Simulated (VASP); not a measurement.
The input files of a VASP run:

### KPOINTS
```
Automatic
0
Gamma
7 7 7
0 0 0
```

### POSCAR
```
KBr
1
    0.0000000000     3.2791483356     3.2791483356
    3.2791483356     0.0000000000     3.2791483356
    3.2791483356     3.2791483356     0.0000000000
K Br
1 1
Direct
  0.0000000000   0.0000000000   0.0000000000
  0.5000000000   0.5000000000   0.5000000000
```

INCAR:
```
! general
SYSTEM =KBr
PREC   =Accurate
ENCUT  =520
LREAL  =.FALSE.
LASPH  =.TRUE.

! electronic loop
EDIFF  =1E-7
NELM   =100
ALGO   =Normal
LMAXMIX=4

! smearing
ISMEAR =0
SIGMA  =0.05

! functional
GGA    =PE
IVDW   =11

! ions
ISIF   =2

! output
LWAVE  =.FALSE.
LCHARG =.FALSE.
```

POTCAR, in this order: K_sv Br (PBE.64 set). Program: vasp_std.

Task: Translate this PBE-D3 (zero damping) calculation to Quantum ESPRESSO's pw.x.

Result: One equivalent input (not run):
```
&CONTROL
  calculation = 'scf'
  pseudo_dir = './pseudo'
  outdir = './out'
  tprnfor = .true.
  tstress = .true.
/
&SYSTEM
  ibrav = 0
  nat = 2
  ntyp = 2
  ecutwfc = 74
  occupations = 'smearing'
  smearing = 'gaussian'
  degauss = 0.003675
  input_dft = 'pbe'
  vdw_corr = 'grimme-d3'
  dftd3_version = 3
  dftd3_threebody = .false.
/
&ELECTRONS
  conv_thr = 7.3e-09
  electron_maxstep = 100
/
ATOMIC_SPECIES
  K 39.098 K.upf
  Br 79.904 Br.upf
CELL_PARAMETERS angstrom
     0.0000000    3.2791483    3.2791483
     3.2791483    0.0000000    3.2791483
     3.2791483    3.2791483    0.0000000
ATOMIC_POSITIONS crystal
  K    0.0000000  0.0000000  0.0000000
  Br   0.5000000  0.5000000  0.5000000
K_POINTS automatic
  7 7 7 0 0 0
```
The two are equivalent in intent, not identical: the potentials are each code's own (VASP's PAW set, PseudoDojo norm-conserving files in pw.x), so ENCUT and ecutwfc are chosen apart and not converted; conv_thr bounds pw.x's estimated SCF error, while EDIFF bounds the energy change between steps.

The compound is KBr in the rock salt structure. This cell is one point of a volume scan, at 0.94 of the reference volume.
